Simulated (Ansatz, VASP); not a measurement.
One calculation of Na6BN, two programs

File INCAR:

```
SYSTEM = Na6BN
  PREC = Accurate
  ENCUT = 520
  EDIFF = 1E-6
  ISMEAR = 0
  SIGMA = 0.1
  LREAL = .FALSE.
  LASPH = .TRUE.
  NELM = 100
  ALGO = Normal
  ISIF = 2
  LWAVE = .FALSE.
  LCHARG = .TRUE.
  GGA = PE
  LELF = .TRUE.
  LVHAR = .TRUE.
  NBANDS = 35
```

Contents of KPOINTS:

```
Automatic mesh
0
G
  3 3 3
  0 0 0
```

The input POSCAR:

```
Na6BN
1.0
    3.1332444028      1.8089794994      6.2155132391
   -3.1332444028      1.8089794994      6.2155132391
    0.0000000000     -3.6179589988      6.2155132391
Na B N
6 1 1
Direct
    0.1332315211      0.7285396150      0.4058111600
    0.4058111600      0.1332315211      0.7285396150
    0.8667684789      0.2714603850      0.5941888400
    0.7285396150      0.4058111600      0.1332315211
    0.2714603850      0.5941888400      0.8667684789
    0.5941888400      0.8667684789      0.2714603850
    0.0000000000      0.0000000000      0.0000000000
    0.5000000000      0.5000000000      0.5000000000
```

Input for Ansatz:

```yaml
crystal:
  lattice:
    - [3.1332444028, 1.8089794994, 6.2155132391]
    - [-3.1332444028, 1.8089794994, 6.2155132391]
    - [0.0, -3.6179589988, 6.2155132391]
  atoms:
    - { symbol: Na, position: [0.1332315211, 0.728539615, 0.40581116] }
    - { symbol: Na, position: [0.40581116, 0.1332315211, 0.728539615] }
    - { symbol: Na, position: [0.8667684789, 0.271460385, 0.59418884] }
    - { symbol: Na, position: [0.728539615, 0.40581116, 0.1332315211] }
    - { symbol: Na, position: [0.271460385, 0.59418884, 0.8667684789] }
    - { symbol: Na, position: [0.59418884, 0.8667684789, 0.271460385] }
    - { symbol: B, position: [0.0, 0.0, 0.0] }
    - { symbol: "N", position: [0.5, 0.5, 0.5] }
basis:
  ecutwfc: 420
kpoints:
  mp_grid: { grid: [3, 3, 3] }
hamiltonian:
  xc: pbe
scf:
  occupations: { method: gaussian, width: 0.1 }
  lower_state_search: "off"
output:
  forces: true
  stress: true
  eigenvalues: true
```

Change from the starting cell: the structure that the rattled cell fell into.

Alike in both runs: task single point; functional PBE; k mesh 3 × 3 × 3; occupations gaussian, width 0.1 eV; no spin polarisation.

```csv
,VASP,Ansatz
version,VASP 6.6.1,Ansatz 0.2.0
potentials or method,"VASP PAW PBE potentials, release 64 (Na_pv, B, N)","scalar-relativistic, plane waves, PAW"
plane-wave cutoff (eV),520,420
valence electrons in the cell,50,62
```

|  | VASP | Ansatz | Ansatz less VASP |
| --- | --- | --- | --- |
| gap on the k mesh at the Fermi level (eV) | none | none | - |
| pressure (GPa) | 0.0 | 0.0 | -0.04 |
| largest component of the traceless stress (GPa) | 0.08 | 0.08 | -0.003 |
| rms of the force components (eV/Å) | 0.007 | 0.004 | -0.0023 |

Atom by atom the forces differ by 0.005 eV/Å (rms over components). A gap of «none» marks a metal or a gap that the smearing closes. The two sets of potentials don't hold the same shells in valence.

Caveats: the k mesh is coarse (spacing up to 0.40 Å⁻¹), so the values aren't converged.
